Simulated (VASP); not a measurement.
A VASP calculation is set up with these files.

INCAR:
```
# general
SYSTEM  =  BN
PREC    =  Accurate
ENCUT   =  600   # plane-wave cut-off (eV)
LREAL   =  .FALSE.   # projection in real space or not
LASPH   =  .TRUE.   # aspherical one-centre terms

# electronic loop
EDIFF   =  1E-7
NELM    =  100   # most electronic steps
ALGO    =  Normal

# smearing
ISMEAR  =  0
SIGMA   =  0.05   # width (eV)

# functional
GGA     =  PS

# ions
ISIF    =  2

# output
LWAVE   =  .FALSE.
LCHARG  =  .FALSE.
```

### KPOINTS
```
Automatic mesh
0
Gamma
12 12 12
0 0 0
```

### POSCAR
```
BN
1
    0.0000000000     1.8037830982     1.8037830982
    1.8037830982     0.0000000000     1.8037830982
    1.8037830982     1.8037830982    -0.0000000000
B N
1 1
Direct
  0.0000000000   0.0000000000   0.0000000000
  0.2707896393   0.2292103607   0.2707896393
```

POTCAR, in this order: B N (PBE.64 set). Program: vasp_std.

### Question
Translate this PBEsol calculation to Ansatz.

### Answer
One equivalent input (not run):
Ansatz 0.2 input:
```yaml
crystal:
  lattice:
    - [0.0000000, 1.8037831, 1.8037831]
    - [1.8037831, 0.0000000, 1.8037831]
    - [1.8037831, 1.8037831, 0.0000000]
  atoms:
    - { symbol: B, position: [0.0000000, 0.0000000, 0.0000000] }
    - { symbol: N, position: [0.2707896, 0.2292104, 0.2707896] }
kpoints:
  mp_grid: { grid: [12, 12, 12] }
hamiltonian:
  xc: pbesol
  pseudopotentials: { kind: paw }
scf:
  occupations: { method: gaussian, width: 0.05 }
  max_iter: 100
output: { forces: true, stress: true, eigenvalues: true }
```
What does not carry over: each code has its own PAW files, so the cut-off isn't converted (ENCUT is set for VASP's; basis.ecutwfc is left out, and Ansatz then takes the one that its files recommend); Ansatz stops its SCF on the density residual and VASP on the energy change (EDIFF).

The compound is BN in the zinc blende structure. This cell was strained or had an atom moved on purpose.
